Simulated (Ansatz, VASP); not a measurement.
## InF7: VASP beside Ansatz

```xyz
8
Lattice="0.0000 3.6984 3.6984 3.6984 0.0000 3.6984 3.6984 3.6984 0.0000" Properties=species:S:1:pos:R:3 pbc="T T T"
In    0.0000    0.0000    0.0000
F     1.8492    1.8492    0.0000
F     1.8492    3.6984    1.8492
F     3.6984    1.8492    1.8492
F     1.8492    1.8492    3.6984
F     1.8492    0.0000    1.8492
F     0.0000    1.8492    1.8492
F     3.6984    3.6984    3.6984
```

Change from the starting cell: species swapped into the Zn7Mo type (Fm-3m, No. 225).

Alike in both runs: task relaxation of cell and atoms; functional PBE; k mesh 4 × 4 × 4; occupations gaussian, width 0.1 eV; no spin polarisation.

|  | VASP | Ansatz |
| --- | --- | --- |
| version | VASP 6.6.1 | Ansatz 0.2.0 |
| potentials or method | VASP PAW PBE potentials, release 64 (In_d, F) | scalar-relativistic, plane waves, PAW |
| plane-wave cutoff (eV) | 600 | 420 |
| valence electrons in the cell | 62 | 62 |

```tsv
	VASP	Ansatz	Ansatz less VASP
gap on the k mesh at the Fermi level, each at its own relaxed structure (eV)	none	none	-
relaxed volume (Å³/atom)	10.11	10.19	+0.082
relaxed cell length with the largest relative difference (Å)	4.854	4.868	+0.0131
energy change over the relaxation (meV/atom)	-122	-113	+8.5
```

A gap of «none» marks a metal or a gap that the smearing closes.

Caveats: the k mesh is coarse (spacing up to 0.37 Å⁻¹), so the values aren't converged; the volume moved by over 15 % at a fixed basis, so the end points are rough (VASP).
